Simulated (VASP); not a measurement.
Data:

```yaml
crystal:
  lattice:
    - [0.00000, 2.95056, 2.95056]
    - [2.95056, 0.00000, 2.95056]
    - [2.95056, 2.95056, 0.00000]
  atoms:
    - { symbol: Al, position: [0.25000, 0.25000, 0.25000] }
    - { symbol: Al, position: [0.75000, 0.75000, 0.75000] }
    - { symbol: Au, position: [0.00000, 0.00000, 0.00000] }
```

Calculation: SCAN meta-GGA, VASP's PBE PAW potentials (set 64) (plane waves; VASP). Run with 520 eV cut-off, 9×9×9 Γ-centred mesh, first-order Methfessel-Paxton smearing of 0.10 eV, potentials Al Au.

Give the stress tensor in GPa (positive for a compressed cell).

```
4.44  0.00  0.00
0.00  4.44  0.00
0.00  0.00  4.44
```
The pressure is its mean diagonal, 4.44 GPa.

The compound is AuAl2 in the fluorite structure. This cell is one point of a volume scan, at 0.97 of the reference volume. The electron count is odd and the run is not spin-polarised, which forces a metal.
